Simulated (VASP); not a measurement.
A convergence study with VASP on MoS₂ (atoms displaced from the space group 194 structure): a few settings are varied, all else stays as given below, so the limit is that of these other settings. The cell's lengths are 1 % over those of the tabulated start and one atom is moved, so it is off equilibrium.

```xyz
6
Lattice="1.5958 -2.7640 0.0000 1.5958 2.7640 0.0000 0.0000 0.0000 12.4230" Properties=species:S:1:pos:R:3 pbc="T T T"
Mo     1.5958     0.9213     3.1057
Mo     1.5958    -0.9213     9.3172
S      1.5958     0.9213    10.9198
S      1.5958    -0.9213     4.7083
S      1.5958    -0.9213     1.5032
S      1.6564     0.9213     7.7147
```

Computed with PBEsol GGA, VASP's PBE PAW potentials (set 64) (plane waves; VASP 6.6.1). The last row used: 550 eV cut-off, 7×7×2 Γ-centred mesh, Gaussian smearing of 0.050 eV, potentials Mo_sv S.

```tsv
setting	E (eV/atom)	pressure (GPa)	largest force (eV/Å)	electronic steps
ALGO = Normal, EDIFF = 1E-2	-7.7853	-8.68	1.141	10
ALGO = Normal, EDIFF = 1E-3	-7.7853	-8.38	1.157	11
ALGO = Normal, EDIFF = 1E-4	-7.7853	-8.23	1.159	12
ALGO = Normal, EDIFF = 1E-5	-7.7853	-8.10	1.162	14
ALGO = Normal, EDIFF = 1E-6	-7.7853	-8.09	1.162	16
ALGO = Normal, EDIFF = 1E-7	-7.7853	-8.08	1.163	17
ALGO = Normal, EDIFF = 1E-8	-7.7853	-8.08	1.163	18
ALGO = Normal, EDIFF = 1E-9	-7.7853	-8.08	1.163	22
ALGO = Fast, EDIFF = 1E-2	-7.7851	-8.99	1.160	10
ALGO = Fast, EDIFF = 1E-3	-7.7852	-8.10	1.167	12
ALGO = Fast, EDIFF = 1E-4	-7.7853	-7.98	1.161	13
ALGO = Fast, EDIFF = 1E-5	-7.7853	-8.08	1.163	15
ALGO = Fast, EDIFF = 1E-6	-7.7853	-8.08	1.162	16
ALGO = Fast, EDIFF = 1E-7	-7.7853	-8.08	1.163	18
ALGO = Fast, EDIFF = 1E-8	-7.7853	-8.08	1.163	21
ALGO = Fast, EDIFF = 1E-9	-7.7853	-8.08	1.163	24
ALGO = All, EDIFF = 1E-3	-7.7852	-8.01	1.179	17
ALGO = All, EDIFF = 1E-4	-7.7852	-8.07	1.172	20
ALGO = All, EDIFF = 1E-5	-7.7853	-8.10	1.159	24
ALGO = All, EDIFF = 1E-6	-7.7853	-8.08	1.162	28
ALGO = All, EDIFF = 1E-7	-7.7853	-8.08	1.162	31
ALGO = All, EDIFF = 1E-8	-7.7853	-8.08	1.162	36
ALGO = All, EDIFF = 1E-9	-7.7853	-8.08	1.163	39
```

Left out are rungs that failed or repeat a setting and relaxations that didn't move; long series are thinned to 24 rows.

The compound is MoS2 in the 2H layered structure. The cell was not relaxed at this level, it is distorted from the ideal structure.
